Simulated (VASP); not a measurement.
Calculation: PBEsol GGA, VASP's PBE PAW potentials (set 64) (plane waves; VASP 6.6.1).

VASP ran on this input.

POSCAR:
```
GaAs
1
   -0.0000000000     2.8284858617     2.8284858617
    2.8284858617     0.0000000000     2.8284858617
    2.8284858617     2.8284858617    -0.0000000000
Ga As
1 1
Direct
  0.0000000000   0.0000000000   0.0000000000
  0.2500000000   0.2500000000   0.2500000000
```

File KPOINTS:
```
k-points along high-symmetry lines
15
Line-mode
Reciprocal
  0.000000   0.000000   0.000000 ! GAMMA
 -0.500000  -0.500000   0.000000 ! X

 -0.500000  -0.500000   0.000000 ! X
 -0.375000  -0.375000   0.250000 ! U

 -0.375000   0.000000   0.375000 ! K
  0.000000   0.000000   0.000000 ! GAMMA

  0.000000   0.000000   0.000000 ! GAMMA
  0.000000   0.000000   0.500000 ! L

  0.000000   0.000000   0.500000 ! L
 -0.500000  -0.250000   0.250000 ! W

 -0.500000  -0.250000   0.250000 ! W
 -0.500000  -0.500000   0.000000 ! X
```

**INCAR**
```
SYSTEM  =  GaAs
PREC  =  Accurate; ENCUT  =  400; LREAL  =  F
LASPH  =  T; ICHARG  =  11
EDIFF  =  1E-7; NELM  =  100; ALGO  =  Normal
LMAXMIX  =  4
ISMEAR  =  0; SIGMA  =  0.05
GGA  =  PS
LWAVE  =  F; LCHARG  =  F; LORBIT  =  11
```

POTCAR, in this order: Ga_d As (PBE.64 set). Program: vasp_std. Read from the step before: CHGCAR.

The run wrote:

### OSZICAR
```
       N       E                     dE             d eps       ncg     rms          rms(c)
DAV:   1     0.714993858497E+02    0.71499E+02   -0.82694E+03  2364   0.164E+03
DAV:   2    -0.208244065994E+01   -0.73582E+02   -0.70704E+02  2510   0.289E+02
DAV:   3    -0.741127831028E+01   -0.53288E+01   -0.51679E+01  2925   0.673E+01
DAV:   4    -0.750497179015E+01   -0.93693E-01   -0.93605E-01  2773   0.956E+00
DAV:   5    -0.750661254158E+01   -0.16408E-02   -0.16405E-02  2829   0.106E+00
DAV:   6    -0.750667634055E+01   -0.63799E-04   -0.63799E-04  3265   0.182E-01
DAV:   7    -0.750667702782E+01   -0.68727E-06   -0.68695E-06  2868   0.154E-02
DAV:   8    -0.750667704367E+01   -0.15852E-07   -0.15637E-07  2220   0.214E-03
   1 F= -.75066770E+01 E0= -.75066770E+01  d E =-.240858E-10
```

### OUTCAR
```
 val. band max:        3.7880238995   @ k =   0.0000   0.0000   0.0000

 cond. band min:       4.2305078957   @ k =   0.0000   0.0000   0.0000



 k-point     1 :       0.0000    0.0000    0.0000
  band No.  band energies     occupation
      1     -10.9823      2.00000
      2     -10.9823      2.00000
      3     -10.9823      2.00000
      4     -10.9027      2.00000
      5     -10.9027      2.00000
      6      -8.9520      2.00000
      7       3.7880      2.00000
      8       3.7880      2.00000
      9       3.7880      2.00000
     10       4.2305      0.00000
     11       7.4776      0.00000
     12       7.4776      0.00000
     13       7.4776      0.00000

 k-point     2 :      -0.0357   -0.0357    0.0000
  band No.  band energies     occupation
      1     -10.9843      2.00000
      2     -10.9816      2.00000
      3     -10.9816      2.00000
      4     -10.9028      2.00000
      5     -10.9025      2.00000
      6      -8.9318      2.00000
      7       3.3284      2.00000
      8       3.7193      2.00000
      9       3.7193      2.00000
     10       4.6871      0.00000
     11       7.3987      0.00000
     12       7.5710      0.00000
     13       7.5710      0.00000

 k-point     3 :      -0.0714   -0.0714    0.0000
  band No.  band energies     occupation
      1     -10.9899      2.00000
      2     -10.9798      2.00000
      3     -10.9798      2.00000
      4     -10.9034      2.00000
      5     -10.9020      2.00000
      6      -8.8714      2.00000
      7       2.7066      2.00000
      8       3.5330      2.00000
      9       3.5330      2.00000
     10       5.2932      0.00000
     11       7.1932      0.00000
     12       7.8312      0.00000
     13       7.8312      0.00000

 k-point     4 :      -0.1071   -0.1071    0.0000
  band No.  band energies     occupation
      1     -10.9985      2.00000
      2     -10.9768      2.00000
      3     -10.9768      2.00000
      4     -10.9046      2.00000
...
```

The density is held fixed in this step, so its total energy and stress have no physical meaning.

The compound is GaAs in the zinc blende structure. It was relaxed first.
